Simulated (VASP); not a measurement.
Zr3MoC:

```xyz
5
Lattice="4.9425 0.0000 0.0000 0.0000 4.9425 0.0000 0.0000 0.0000 4.9425" Properties=species:S:1:pos:R:3 pbc="T T T"
Zr    2.4713    0.0000    0.0000
Zr    0.0000    2.4713    0.0000
Zr    0.0000    0.0000    2.4713
Mo    0.0000    0.0000    0.0000
C     2.4713    2.4713    2.4713
```

The cell was built by a generator and needn't be a form met in nature.

```yaml
Program: VASP 6.6.1
Task: relaxation of cell and atoms
Functional: RPBE
Potentials_or_basis: VASP PAW PBE potentials, release 64 (Zr_sv, Mo_sv, C)
Cutoff: 600 eV
k_mesh: 5 × 5 × 5
Occupations: fermi-dirac, width 0.05 eV
Spin: no spin polarisation
```

At the start: pressure 2.7 GPa; volume 24.15 Å³/atom.

Task: How do energy, volume and symmetry change on relaxing?

Result: Over 3 steps the energy falls by 7.4 meV/atom and the volume is 25.03 Å³/atom (+3.7 %); space group Pm-3m (No. 221, to 0.05 Å).

The path:
```
step  energy change (eV)  largest force (eV/Å)  pressure (GPa)  volume (Å³)
   1              0.0000                0.0000            2.74       120.74
   2             -0.0221                0.0000           -1.58       128.09
   3             -0.0368                0.0000            0.00       125.17
```

Final structure:
```xyz
5
Lattice="5.0022 0.0000 0.0000 0.0000 5.0022 0.0000 0.0000 0.0000 5.0022" Properties=species:S:1:pos:R:3 pbc="T T T"
Zr    2.5011    0.0000    0.0000
Zr    0.0000    2.5011    0.0000
Zr    0.0000    0.0000    2.5011
Mo    0.0000    0.0000    0.0000
C     2.5011    2.5011    2.5011
```

Caveat: the PAW data sets were made with another functional, which shifts forces and pressure a little.
